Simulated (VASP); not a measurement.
All values below come from LDA (Ceperley-Alder, Perdew-Zunger), VASP's LDA PAW potentials (set 64) (plane waves; VASP).

A VASP calculation is set up with these files.

INCAR:
```
SYSTEM = Se
PREC = Accurate
ENCUT = 400
EDIFF = 1E-7
NELM = 100
ALGO = Normal
LREAL = .FALSE.
LASPH = .TRUE.
ISMEAR = 0
SIGMA = 0.01
LMAXMIX = 4
LWAVE = .FALSE.
LCHARG = .FALSE.
LOPTICS = .TRUE.
NBANDS = 39
NEDOS = 1001
CSHIFT = 0.1
```

### KPOINTS
```
Automatic
0
Gamma
  15 15 10
```

POSCAR:
```
Se
1
    1.9750970562    -3.4209684408    -0.0000000000
    1.9750970562     3.4209684408     0.0000000000
    0.0000000000    -0.0000000000     5.1209021999
Se
3
Direct
  1.0000000000   0.2558428306   0.6666670000
  0.7441571694   0.7441571694   0.0000000000
  0.2558428306   1.0000000000   0.3333330000
```

POTCAR, in this order: Se (LDA.64 set). Program: vasp_std.

The run wrote:

File OSZICAR:
```
       N       E                     dE             d eps       ncg     rms          rms(c)
DAV:   1     0.644754727168E+02    0.64475E+02   -0.52656E+03 18564   0.316E+02
DAV:   2    -0.937831618621E+01   -0.73854E+02   -0.69317E+02 23233   0.870E+01
DAV:   3    -0.125517305849E+02   -0.31734E+01   -0.31403E+01 22930   0.171E+01
DAV:   4    -0.125642358750E+02   -0.12505E-01   -0.12504E-01 22175   0.116E+00
DAV:   5    -0.125642680494E+02   -0.32174E-04   -0.32174E-04 22767   0.609E-02    0.763E+00
DAV:   6    -0.125018730793E+02    0.62395E-01   -0.12384E-02 21748   0.428E-01    0.462E+00
DAV:   7    -0.124787620554E+02    0.23111E-01   -0.35280E-02 22244   0.589E-01    0.179E-01
DAV:   8    -0.124779919509E+02    0.77010E-03   -0.40410E-03 21344   0.210E-01    0.887E-02
DAV:   9    -0.124780038018E+02   -0.11851E-04   -0.15565E-04 22443   0.357E-02    0.319E-02
DAV:  10    -0.124780021606E+02    0.16412E-05   -0.43903E-06 22831   0.636E-03    0.689E-03
DAV:  11    -0.124780020141E+02    0.14649E-06   -0.48199E-07 22567   0.215E-03    0.225E-03
DAV:  12    -0.124780018219E+02    0.19218E-06   -0.91930E-08 13998   0.893E-04    0.311E-04
DAV:  13    -0.124780017520E+02    0.69945E-07   -0.71065E-09 13769   0.272E-04
   1 F= -.12478002E+02 E0= -.12478002E+02  d E =-.966680E-32
 imaginary and real dielectric function
```

File OUTCAR:
```
------------------------ aborting loop because EDIFF is reached ----------------------------------------
  FORCE on cell =-STRESS in cart. coord.  units (eV):
  Direction    XX          YY          ZZ          XY          YZ          ZX
  --------------------------------------------------------------------------------------
  Total       -0.0237062     -0.0237062      0.0279073      0.0000000      0.0000000      0.0000000
  in kB       -0.5488566     -0.5488566      0.6461229      0.0000000      0.0000000      0.0000000
  external PRESSURE =      -0.1505301 kB  Pullay stress =       0.0000000 kB
  volume of cell :       69.20
      direct lattice vectors                 reciprocal lattice vectors
     1.975097056 -3.420968441  0.000000000     0.253152116 -0.146157443  0.000000000
     1.975097056  3.420968441  0.000000000     0.253152116  0.146157443  0.000000000
     0.000000000  0.000000000  5.120902200     0.000000000  0.000000000  0.195278090
 POSITION                                       TOTAL-FORCE (eV/Angst)
 -----------------------------------------------------------------------------------
      0.50531      0.87523      3.41394         0.004127      0.007148     -0.000000
      2.93957      0.00000      0.00000        -0.008254      0.000000     -0.000000
      0.50531     -0.87523      1.70697         0.004127     -0.007148      0.000000
 -----------------------------------------------------------------------------------
    total drift:                               -0.000235     -0.000443      0.000011
  FREE ENERGIE OF THE ION-ELECTRON SYSTEM (eV)
  ---------------------------------------------------
  free  energy   TOTEN  =       -12.4780017520 eV

  energy  without entropy=      -12.4780017520  energy(sigma->0) =      -12.47800175

 plasma frequency squared (from intraband transitions) (eV^2)
  --------------------------------------------------------------------------------------
       0.000       0.000       0.000
       0.000       0.000       0.000
       0.000       0.000       0.000

 plasma frequency squared (from interband transitions, int dw w eps(2)(w)) (eV^2)
  --------------------------------------------------------------------------------------
     343.480       0.000      -0.000       0.000      -0.000      -0.000
      -0.000       0.000     343.480       0.000       0.000       0.000
      -0.000       0.000       0.000      -0.000     345.230       0.000
```
(Selected blocks of OUTCAR.)

**OUTCAR**
```
 val. band max:        4.4340099386   @ k =   0.3333   0.3333   0.5000

 cond. band min:       4.7153444165   @ k =   0.3333   0.3333   0.5000


 Fermi energy:         4.5128802811

 k-point     1 :       0.0000    0.0000    0.0000
  band No.  band energies     occupation
      1     -11.9202      2.00000
      2      -7.7279      2.00000
      3      -7.7279      2.00000
      4       0.6669      2.00000
      5       1.0019      2.00000
      6       1.0019      2.00000
      7       2.4470      2.00000
      8       2.4470      2.00000
      9       3.7169      2.00000
     10       5.7431      0.00000
     11       5.7431      0.00000
     12       6.4072      0.00000
     13      10.6092      0.00000
     14      10.6093      0.00000
     15      11.4393      0.00000
     16      12.6072      0.00000
     17      12.6073      0.00000
     18      12.7837      0.00000
     19      12.9009      0.00000
     20      14.4939      0.00000
     21      14.4939      0.00000
     22      18.0912      0.00000
     23      18.0913      0.00000
     24      23.9731      0.00000
     25      23.9731      0.00000
     26      24.0901      0.00000
     27      24.8503      0.00000
     28      26.2520      0.00000
     29      26.2520      0.00000
     30      27.2685      0.00000
     31      27.2685      0.00000
     32      27.5039      0.00000
     33      27.9516      0.00000
     34      29.0465      0.00000
     35      29.0465      0.00000
     36      31.2349      0.00000
     37      31.4932      0.00000
     38      31.4932      0.00000
     39      31.8952      0.00000

 k-point     2 :       0.0667   -0.0000    0.0000
  band No.  band energies     occupation
      1     -11.8852      2.00000
      2      -7.7386      2.00000
      3      -7.7176      2.00000
      4       0.3503      2.00000
      5       0.8011      2.00000
      6       0.9827      2.00000
      7       2.5438      2.00000
      8       2.7447      2.00000
      9       3.7494      2.00000
...
```

The dielectric response may not be converged in the k-mesh; for small gaps it tends to come out too large.

The compound is Se in the trig structure. It was relaxed first, which changed the volume by -15 %.
